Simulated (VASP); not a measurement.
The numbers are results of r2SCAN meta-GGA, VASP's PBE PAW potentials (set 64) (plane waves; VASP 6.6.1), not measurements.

VASP input:

KPOINTS:
```
K-points
0
gamma
17 17 9
0 0 0
```

### POSCAR
```
Ir
1
    2.7347504443     0.0000000000     0.0000000000
   -1.3673752222     2.3683633819    -0.0000000000
    0.0000000000    -0.0000000000     4.4346959363
Ir
2
Direct
  0.6666670000   0.3333330000   0.7500000000
  0.3333330000   0.6666670000   0.2500000000
```

**INCAR**
```
ISMEAR = -5
NELM = 100
LREAL = F   # projection in real space or not
LCHARG = F
PREC = Accurate
EDIFF = 1E-7
ISIF = 2
METAGGA = R2SCAN
LMIXTAU = T
LASPH = T   # aspherical one-centre terms
LWAVE = F
ALGO = Normal   # blocked Davidson
SYSTEM = Ir
LORBIT = 11   # lm-projected
NEDOS = 601
ENCUT = 400
LMAXMIX = 6
```

KPOINTS_OPT:
```
k-points along high-symmetry lines
6
Line-mode
Reciprocal
  0.000000   0.000000   0.000000 ! GAMMA
  0.500000   0.000000   0.000000 ! M

  0.500000   0.000000   0.000000 ! M
  0.333333   0.333333   0.000000 ! K

  0.333333   0.333333   0.000000 ! K
  0.000000   0.000000   0.000000 ! GAMMA

  0.000000   0.000000   0.000000 ! GAMMA
  0.000000   0.000000   0.500000 ! A

  0.000000   0.000000   0.500000 ! A
  0.500000   0.000000   0.500000 ! L

  0.500000   0.000000   0.500000 ! L
  0.333333   0.333333   0.500000 ! H

  0.333333   0.333333   0.500000 ! H
  0.000000   0.000000   0.500000 ! A

  0.500000   0.000000   0.500000 ! L
  0.500000   0.000000   0.000000 ! M

  0.333333   0.333333   0.500000 ! H
  0.333333   0.333333   0.000000 ! K
```

POTCAR, in this order: Ir (PBE.64 set). Program: vasp_std.

What will the output report for the number of irreducible k-points (NKPTS), number of bands (NBANDS), largest plane-wave count, number of space-group operations, FFT grid (NGX, NGY, NGZ)?

number of irreducible k-points (NKPTS): 165
number of bands (NBANDS): 13
largest plane-wave count: 543
number of space-group operations: 24
FFT grid (NGX, NGY, NGZ): 18 × 18 × 30

The structure comes from a computed database's Ir entry (P6_3/mmc); how it stands against other phases isn't given here. It was relaxed first.
